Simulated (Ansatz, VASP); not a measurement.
# ScBe3 in two plane-wave programs

One calculation is typed for both programs; each brings its own data sets. How far apart do they land? The cell is generated by rule, not measured, and may not be a known phase. The cell is taken from a series of runs on this material, whose earlier steps may have relaxed, scaled, displaced or heated it; both programs get it as it stands.

Main program and level: Ansatz 0.2.0; plane waves, with VASP 6.6.1 beside it; LDA.

The structure was built from a prototype and need not be the compound's stable phase.

**1. The starting structure**

It takes space group Pm-3m (No. 221, cubic). Conventional cell: a = 3.646 Å, b = 3.646 Å, c = 3.646 Å, α = 90.00°, β = 90.00°, γ = 90.00°. Nearest to Sc lie 12 Be at 2.58 Å. Be has 4 Sc at 2.58 Å and 8 Be at 2.58 Å nearest. Farther neighbours are not listed.

**2. Ansatz: zone-centre phonons, LDA**

Ansatz runs on its default PAW (the set named soft_2) files.

Second derivatives magnify differences that forces hide, and they need a tight electronic threshold.

input.yaml

```yaml
crystal:
  lattice:
    - [3.645932324, 0.0, 0.0]
    - [0.0, 3.645932324, 0.0]
    - [0.0, 0.0, 3.645932324]
  atoms:
    - { symbol: Sc, position: [0.0, 0.0, 0.0] }
    - { symbol: Be, position: [0.0, 0.5, 0.5] }
    - { symbol: Be, position: [0.5, 0.0, 0.5] }
    - { symbol: Be, position: [0.5, 0.5, 0.0] }
kpoints:
  mp_grid: { grid: [10, 10, 10] }
hamiltonian:
  xc: lda
scf:
  occupations: { method: cold, width: 0.27211 }
output:
  eigenvalues: true
phonons:
  method: dfpt
```

Started as:

```
> ansatz run input.yaml --threads 4 --pin off --max-ram 8192MiB --backend cpu --events-out ev --progress --plain --runs-dir out
```

Numbers of over 12 decimals in the logs are rounded to 6 here.

The log of the run:

```text
zone centre: on kpoints.mp_grid the ground state, and the responses unless they are solved on pairs of k-points, stand on 216 of the mesh's 1000 k-points, reduced under 8 symmetry operations, with k and −k counted as one. Each operation leaves every solved displacement unchanged or reverses it
Engine: ansatz 0.2.0, x86_64-unknown-linux-gnu
Pseudopotentials: kind: paw
Pseudopotential: Sc, paw, valence charge 11, recommended cutoff 420 eV (normal), Sc.paw.azcp
Pseudopotential: Be, paw, valence charge 2, recommended cutoff 420 eV (normal), Be.paw.azcp
Functional definition: SPW92
  exchange = slater_x
  correlation = pw_c
Crystal: 4 atoms, lattice volume = 48.465 Å³
Basis set: ecut = 420 eV, 949 PW (Γ), exchange–correlation on 50×50×50 points (8 copies of the dense FFT grid, shifted against one another)
Bands: 13, of which v1, the nominal top of the filled ones, is band 9 counted from 1 (8 counted from 0)
Symmetry: 48 space group operations
k-points: 216 of 1000 (irreducible under 8 space group operations)
Non-local potential: Sc, projectors of the file, l = 0: 3, l = 1: 2, l = 2: 3, l = 3: 1
Non-local potential: Be, projectors of the file, l = 0: 2, l = 1: 2, l = 2: 1
PAW form: soft (Blöchl's): semilocal exchange-correlation on the pseudo side does not see the compensation charge
PAW frozen core: Sc, regenerated for the run's functional, and the local potential with it (the file was generated under x = pbe(κ = 0.804, μ = 0.219515), c = pbe(β = 0.066725))
PAW frozen core: Be, regenerated for the run's functional, and the local potential with it (the file was generated under x = pbe(κ = 0.804, μ = 0.219515), c = pbe(β = 0.066725))
PAW one-centre angular grid: Sc, 590 points (default); XC on 64 Gauss nodes
PAW one-centre angular grid: Be, 110 points (default); XC on 64 Gauss nodes
Initial density: superposition of atomic densities (neutral atoms: chi_scale 0, normalization atom), corrected by the library's trained network
Initial wavefunctions: pseudopotential atomic-orbital guess
Functional: x = slater, c = lda
SCF iter   1: F=—  HF=-2352.580281 eV  |F-HF|=—  |Δ(HF+E_count)|=         —  Δρ=5.07e-3  dr2=1.16e-2  ethr=1.77e-3  ⟨swp⟩=5.0  Hψ=14848  notcnv=0
preconditioner: auto → none  [metal: Δε(μ)=0.036 eV  Ē_g=5.278 eV  σ=0.272 eV  W_gap=0.09  n_scr=6 (ndim 8)  ℏωp=16.0 eV  f_vac=0.000  D(μ)=2.79/eV (n_scr^D=26)  sad-step TF]
SCF iter   2: F=—  HF=-2352.576768 eV  |F-HF|=—  |Δ(HF+E_count)|=   3.51e-3  S|Δr|=    0.00e0  Δρ=2.35e-3  dr2=2.58e-3  ethr=6.81e-5  ⟨swp⟩=1.9  Hψ=5949  notcnv=0
SCF iter   3: F=—  HF=-2352.576179 eV  |F-HF|=—  |Δ(HF+E_count)|=   5.89e-4  S|Δr|=    0.00e0  Δρ=9.77e-4  dr2=8.06e-4  ethr=1.52e-5  ⟨swp⟩=2.0  Hψ=3635  notcnv=0
SCF iter   4: F=—  HF=-2352.575979 eV  |F-HF|=—  |Δ(HF+E_count)|=   2.00e-4  S|Δr|=    0.00e0  Δρ=2.32e-4  dr2=2.80e-5  ethr=4.74e-6  ⟨swp⟩=2.6  Hψ=4361  notcnv=0
SCF iter   5: F=—  HF=-2352.575977 eV  |F-HF|=—  |Δ(HF+E_count)|=   1.79e-6  S|Δr|=    0.00e0  Δρ=3.68e-5  dr2=5.24e-7  ethr=1.65e-7  ⟨swp⟩=2.8  Hψ=4790  notcnv=0
SCF iter   6: F=—  HF=-2352.575977 eV  |F-HF|=—  |Δ(HF+E_count)|=   4.93e-8  S|Δr|=    0.00e0  Δρ=3.29e-6  dr2=9.31e-9  ethr=3.08e-9  ⟨swp⟩=2.9  Hψ=4650  notcnv=0
SCF iter   7: F=-2352.575977 eV  HF=-2352.575977 eV  |F-HF|=1.36e-12  |Δ(HF+E_count)|=  7.53e-10  S|Δr|=    0.00e0  Δρ=1.41e-7  dr2=7.32e-12  ethr=1.00e-12  ⟨swp⟩=4.5  Hψ=13083  notcnv=0
SCF 1 converged in 7 iterations: F = -2352.575977 eV  dr2 = 7.32e-12
  greatest PAW one-centre occupation: 0.998 electrons in one spin orbital (limit 2), on the Sc atom at site 0 (counted from 0), in its partial waves of l = 0
DFPT response loops at Γ: preconditioner auto → Kerker (q_TF=auto, 2.291 Å⁻¹) (partly filled bands, converged f_vac=0.000); β = 1.00, the filter's whole step (`scf.mixing.beta` (0.50) is not read by the response loops under this deck's `scf.mixing.preconditioner`; to damp them name `kerker` or `kerker_dos`, under which they read `scf.mixing.beta`, and type it under 1.00, their step now; both keys bind the ground state too); Broyden in place of MSR1
SCF converged after 7 iterations
Stability not checked: this state was not tested for a lower state beside it, because cold or Methfessel-Paxton smearing, or corrected tetrahedra, fill the levels in a way that the test cannot read (fill_not_monotonic; see scf.lower_state_search)
Free energy (F): -2352.575977 eV
Harris-Foulkes:  -2352.575977 eV  (|F-HF|=1.36e-12)
Internal energy: -2352.576770 eV  (E = F + TS)
E sigma→0 (E₀):  -2352.576241 eV
Entropy (-TS):   0.000793 eV (0.198 meV/atom)
Fermi energy:    7.589868 eV
--- Per-component energies (eV) ---
  E_band       = -146.673908
  E_kinetic    = 320.416545
  E_local      = -971.168876  (includes V_loc(G=0)·N_el)
  E_nonlocal   = 101.681744
  E_hartree    = 357.089497
  E_xc         = -160.723559
  E_vxc        = -189.601610  (∫ρ·V_xc dr)
  E_paw        = -1075.620676  (= ΣΔE_a)
  E_vpaw       = -122.180645  (= ΣTr[D̂ρ^β])
  E_aug_tail   = 0.000009  (compensation charges beyond the density's cutoff)
  E_ewald      = -924.647237
  E_core_change = 0.395784  (= ΣΔE_core)
  E_smearing   = 0.000793  (= −TS)
  E_closure    = 0.000000  (closes the sum)
  Σ components = -2352.575977   (vs F -2352.575977, Δ=0.00e0)
--- Band table (eV; the first three rows and the last of 216) ---
  k-point 0: bands = [... 5 lower, 7.3294, 7.3294, 7.9036, 7.9036, 7.9036, 10.8524, 10.8524, 10.8524]
  k-point 1: bands = [... 5 lower, 6.6137, 7.3319, 7.8569, 7.8569, 8.4541, 10.8466, 10.8466, 10.8695]
  k-point 2: bands = [... 5 lower, 5.5429, 7.3387, 7.7277, 7.7277, 9.1785, 10.8967, 10.8967, 10.9150]
  k-point 215: bands = [... 5 lower, 5.8639, 5.8639, 5.8639, 6.6161, 6.6161, 6.6161, 11.9093, 11.9093]
--- Phonons (Γ-DFPT): 3 representative perturbations + reference, on 216 of 1000 k-points (Σ response iterations 9) ---
  k mesh reduced under 8 symmetry operations, with k and −k counted as one. Each operation leaves every solved displacement unchanged or reverses it
  ASR residual: 3.440e-5 → 0.000e0 eV/Å²; symmetrization residual: 2.827e-7 eV/Å²
  ASR residual per site (eV/Å²): 3.44e-5 2.63e-5 2.63e-5 2.63e-5
  Γ frequencies (cm⁻¹): -32.32 -32.32 -32.32 0.00 0.00 0.00 426.26 426.26 426.26 455.10 455.10 455.10
  non-analytic LO–TO correction: not included (Born effective charges unavailable; polar crystals: no LO–TO splitting at Γ)
```

(Continued in part 2 of 2.)

[Lines on the potential files, build, host, timing and source positions are cut from VASP's logs without a mark.]

[Logs are printed without paths, hosts, clocks, repeated set-up lines and the standing remarks that a program may print on its own settings, such as how far it seeks lower states.]

[Hosts, paths, dates, database ids (printed as entryN), source tags and the programs' standing remarks are cut or masked in the printed files.]
